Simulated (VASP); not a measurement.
# SnTe (Fm-3m) in VASP: phonons with r2SCAN

Aim: the phonons of SnTe with r2SCAN.

Everything below comes from runs of VASP 6.6.1. Logs are shortened: lines on timing, memory, paths and dates and some standing lists are left out, and cuts for length are marked.

### Step 1. The crystal as given

Symmetry: Fm-3m, No. 225, cubic system. Conventional cell: a = 6.372 Å, b = 6.372 Å, c = 6.372 Å, α = 90.00°, β = 90.00°, γ = 90.00°. Around Sn (site symmetry m-3m) lie 6 Te at 3.19 Å. Around Te (site symmetry m-3m) lie 6 Sn at 3.19 Å.

### Step 2. Phonons, r2SCAN

The input, POSCAR:

```
SnTe
1.0
    0.0000000000      3.1857615200      3.1857615200
    3.1857615200      0.0000000000      3.1857615200
    3.1857615200      3.1857615200      0.0000000000
  Sn              Te
     1     1
Direct
     0.0000000000000000    0.0000000000000000    0.0000000000000000
     0.5000000000000000    0.5000000000000000    0.5000000000000000
```

The input, INCAR.step1:

```
PREC = Accurate
ENCUT = 600
EDIFF = 1E-8
ISMEAR = 0
SIGMA = 0.03
LREAL = False
LASPH = True
NELM = 80
ALGO = Normal
ISIF = 3
LWAVE = False
LCHARG = False
METAGGA = R2SCAN
LMIXTAU = True
IBRION = 2
NSW = 40
EDIFFG = -0.002
```

The input, INCAR.step2:

```
PREC = Accurate
ENCUT = 600
EDIFF = 1E-8
ISMEAR = 0
SIGMA = 0.03
LREAL = False
LASPH = True
NELM = 80
ALGO = Normal
ISIF = 2
LWAVE = False
LCHARG = False
METAGGA = R2SCAN
LMIXTAU = True
IBRION = 6
NFREE = 2
POTIM = 0.015
NSW = 1
```

The input, KPOINTS:

```
regular mesh
0
Gamma
  10 10 10
```

Potentials or basis: VASP PAW PBE potentials, release 64 (Sn_d, Te).

Launch:

```console
$ cat potpaw_PBE.64/Sn_d/POTCAR potpaw_PBE.64/Te/POTCAR > POTCAR
$ cp INCAR.step1 INCAR
$ mpirun -np 1 vasp_std > vasp.out
$ cp CONTCAR POSCAR
$ cp INCAR.step2 INCAR
$ mpirun -np 1 vasp_std > vasp.out
```

OUTCAR:

```text
PREC = Accurate
   ENCUT = 600
   EDIFF = 1E-8
   ISMEAR = 0
   LREAL = False
   LASPH = True
   NELM = 80
   ISIF = 2
   METAGGA = R2SCAN
   IBRION = 6
   NFREE = 2
   POTIM = 0.015
   NSW = 1

 ion  position               nearest neighbor table
   1  0.000  0.000  0.000-   2 3.19   2 3.19   2 3.19   2 3.19   2 3.19   2 3.19
   2  0.500  0.500  0.500-   1 3.19   1 3.19   1 3.19   1 3.19   1 3.19   1 3.19

  LATTYP: Found a face centered cubic cell.
 ALAT       =     6.3722227086

  Lattice vectors:

 A1 = (   0.0000000000,   3.1861113543,   3.1861113543)
 A2 = (   3.1861113543,   0.0000000000,   3.1861113543)
 A3 = (   3.1861113543,   3.1861113543,   0.0000000000)

Analysis of symmetry for initial positions (statically):
=====================================================================
 Subroutine PRICEL returns:
 Original cell was already a primitive cell.

 Routine SETGRP: Setting up the symmetry group for a
 face centered cubic supercell.

 Subroutine GETGRP returns: Found 48 space group operations
 (whereof 48 operations were pure point group operations)
 out of a pool of 48 trial point group operations.

The static configuration has the point symmetry O_h .

Analysis of symmetry for dynamics (positions and initial velocities):
=====================================================================
 Subroutine PRICEL returns:
 Original cell was already a primitive cell.

 Routine SETGRP: Setting up the symmetry group for a
 face centered cubic supercell.

 Subroutine GETGRP returns: Found 48 space group operations
 (whereof 48 operations were pure point group operations)
 out of a pool of 48 trial point group operations.

The dynamic configuration has the point symmetry O_h .

 Subroutine INISYM returns: Found 48 space group operations
 (whereof 48 operations are pure point group operations),
 and found     1 'primitive' translations

----------------------------------------------------------------------------------------

                                     Primitive cell

  volume of cell :      64.6864

  direct lattice vectors                    reciprocal lattice vectors
     0.000000000  3.186111354  3.186111354    -0.156931113  0.156931113  0.156931113
     3.186111354  0.000000000  3.186111354     0.156931113 -0.156931113  0.156931113
     3.186111354  3.186111354  0.000000000     0.156931113  0.156931113 -0.156931113

  length of vectors
[... 281 lines left out ...]
  ext. energy  EPLUGINS =         0.00000000
  ---------------------------------------------------
  free energy    TOTEN  =       -50.69031066 eV

  energy without entropy =      -50.69031010  energy(sigma->0) =      -50.69031038

 E-fermi :   6.6698     XC(G=0):  -9.9067

 val. band max:        6.5995926390   @ k =   0.5000   0.0000   0.0000
 cond. band min:       6.7399749141   @ k =   0.5000   0.0000   0.0000
 fundamental gap:      0.1403822751
 Fermi energy:         6.6697837814

 k-point     1 :       0.0000    0.0000    0.0000
  band No.  band energies     occupation
      1     -16.1460      2.00000
      2     -16.1459      2.00000
      3     -16.1373      2.00000
      4     -16.1372      2.00000
      5     -16.1372      2.00000
      6      -6.6436      2.00000
      7       1.7248      2.00000
      8       4.2084      2.00000
      9       4.2091      2.00000
     10       4.2091      2.00000
     11       9.9639      0.00000
     12       9.9639      0.00000
     13       9.9660      0.00000
     14      11.6313      0.00000
[... 377 lines left out ...]
      1     -16.1585      2.00000
      2     -16.1433      2.00000
      3     -16.1393      2.00000
      4     -16.1299      2.00000
      5     -16.1297      2.00000
      6      -5.4569      2.00000
      7      -0.5630      2.00000
      8       2.4761      2.00000
      9       2.9913      2.00000
     10       3.2235      2.00000
     11       9.5712      0.00000
     12      10.5029      0.00000
     13      10.5733      0.00000
     14      10.9262      0.00000

 [... further k-points ...]

------------------------ aborting loop because EDIFF is reached ----------------------------------------

  FORCE on cell =-STRESS in cart. coord.  units (eV):
  Direction    XX          YY          ZZ          XY          YZ          ZX
  --------------------------------------------------------------------------------------
  -------------------------------------------------------------------------------------
  Total        0.0003806     -0.0011892     -0.0011892      0.0000000     -0.0000000      0.0000000
  in kB        0.0094276     -0.0294552     -0.0294552      0.0000000     -0.0000000      0.0000000
  external PRESSURE =      -0.0164943 kB  Pullay stress =       0.0000000 kB
[... 17 lines left out ...]
  FREE ENERGIE OF THE ION-ELECTRON SYSTEM (eV)
  ---------------------------------------------------
  free  energy   TOTEN  =       -50.6903106643 eV

  energy  without entropy=      -50.6903100965  energy(sigma->0) =      -50.69031038

 INTERNAL STRAIN TENSORS FROM DISPLACED ATOMS
 ============================================

 INTERNAL STRAIN TENSOR FOR ION    1 for displacements in x,y,z  (eV/Angst):
          X           Y           Z          XY          YZ          ZX
  --------------------------------------------------------------------------------
  x     0.00000     0.00000     0.00000     0.00000     0.00000     0.00000
  y     0.00000     0.00000     0.00000     0.00000     0.00000     0.00000
  z     0.00000     0.00000     0.00000     0.00000     0.00000     0.00000

 INTERNAL STRAIN TENSOR FOR ION    2 for displacements in x,y,z  (eV/Angst):
          X           Y           Z          XY          YZ          ZX
  --------------------------------------------------------------------------------
  x     0.00000     0.00000     0.00000     0.00000     0.00000     0.00000
  y     0.00000     0.00000     0.00000     0.00000     0.00000     0.00000
  z     0.00000     0.00000     0.00000     0.00000     0.00000     0.00000

 Eigenvectors and eigenvalues of the dynamical matrix
 ----------------------------------------------------

   1 f  =    0.003238 THz     0.020343 2PiTHz    0.107998 cm-1     0.013390 meV
             X         Y         Z           dx          dy          dz
      0.000000  0.000000  0.000000     0.000000   -0.695728    0.000000
      3.186111  3.186111  3.186111     0.000000   -0.718305    0.000000
[... 21 lines left out ...]
   6 f/i=    1.552942 THz     9.757423 2PiTHz   51.800573 cm-1     6.422450 meV
             X         Y         Z           dx          dy          dz
      0.000000  0.000000  0.000000    -0.718305    0.000000    0.000000
      3.186111  3.186111  3.186111     0.695728    0.000000    0.000000

 ELASTIC MODULI CONTR FROM IONIC RELAXATION (kBar)
 Direction    XX          YY          ZZ          XY          YZ          ZX
 --------------------------------------------------------------------------------
 XX           0.0000      0.0000      0.0000      0.0000      0.0000      0.0000
 YY           0.0000      0.0000      0.0000      0.0000      0.0000      0.0000
 ZZ           0.0000      0.0000      0.0000      0.0000      0.0000      0.0000
 XY           0.0000      0.0000      0.0000      0.0000      0.0000      0.0000
 YZ           0.0000      0.0000      0.0000      0.0000      0.0000      0.0000
 ZX           0.0000      0.0000      0.0000      0.0000      0.0000      0.0000
 --------------------------------------------------------------------------------
```

OUTCAR.step1:

```text
PREC = Accurate
   ENCUT = 600
   EDIFF = 1E-8
   ISMEAR = 0
   LREAL = False
   LASPH = True
   NELM = 80
   ISIF = 3
[... 679 lines left out ...]
      3.18611     -0.00000      3.18611        -0.000000     -0.000000     -0.000000
      3.18611      3.18611      3.18611         0.000000      0.000000      0.000000
 -----------------------------------------------------------------------------------
    total drift:                                0.000000      0.000000      0.000000

  FREE ENERGIE OF THE ION-ELECTRON SYSTEM (eV)
  ---------------------------------------------------
  free  energy   TOTEN  =       -50.6902354866 eV

  energy  without entropy=      -50.6902346277  energy(sigma->0) =      -50.69023506

 reached required accuracy - stopping structural energy minimisation
```

Wall time 13 min (1 thread of Intel Xeon 6975P-C (Granite Rapids), shared host); peak memory 0.37 GiB.

What came out:

```yaml
Highest_phonon_frequency_at_Γ_LO-TO_splitting_left_out: 0 cm⁻¹
Most_unstable_mode: 52i cm⁻¹
```

Phonon frequencies in cm⁻¹ (negative: imaginary):
| q point | frequencies |
| --- | --- |
| (0.000, 0.000, 0.000) | -52 -52 -52 0 0 0 |

Caveat: some modes are imaginary; the PAW data sets were made with another functional, which shifts forces and pressure a little. Spin-orbit coupling is left out, which matters for the levels of Te.
